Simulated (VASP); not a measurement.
A convergence study with VASP on Cu$_{2}$O (cuprite): one setting is varied, all else stays as given below, so the limit is that of these other settings. Each run relaxes cell and ions from the cell shown.

```yaml
crystal:
  lattice:
    - [4.27000, 0.00000, 0.00000]
    - [0.00000, 4.27000, 0.00000]
    - [0.00000, 0.00000, 4.27000]
  atoms:
    - { symbol: Cu, position: [0.75000, 0.25000, 0.75000] }
    - { symbol: Cu, position: [0.25000, 0.75000, 0.75000] }
    - { symbol: Cu, position: [0.75000, 0.75000, 0.25000] }
    - { symbol: Cu, position: [0.25000, 0.25000, 0.25000] }
    - { symbol: O, position: [0.00000, 0.00000, 0.00000] }
    - { symbol: O, position: [0.50000, 0.50000, 0.50000] }
```

Computed with PBEsol GGA, VASP's PBE PAW potentials (set 64) (plane waves; VASP). The tightest run used: 700 eV cut-off, 9×9×9 Γ-centred mesh, Gaussian smearing of 0.050 eV, potentials Cu O.

Gaps are read on the run's mesh, which can miss a band edge.

```tsv
setting	relaxed volume (Å³/atom)	E (eV/atom)	gap on the mesh (eV)	irreducible k-points
2×2×2 mesh	12.843	-4.9267	0.513	4
3×3×3 mesh	12.656	-4.9898	0.546	4
4×4×4 mesh	12.636	-4.9940	0.550	10
```

Problem. These are the cheaper rows. Estimate the results at 9×9×9 mesh, and how far the last row shown lies from them.

Solution. 
```tsv
quantity	tightest run	last row shown is off by
relaxed volume (Å³/atom)	12.619	0.016
E (eV/atom)	-4.9965	0.0025
gap on the mesh (eV)	0.553	-0.003
```

Left out are rungs that failed or repeat a setting and relaxations that didn't move; long series are thinned to 24 rows.

The compound is Cu2O in the cuprite structure.
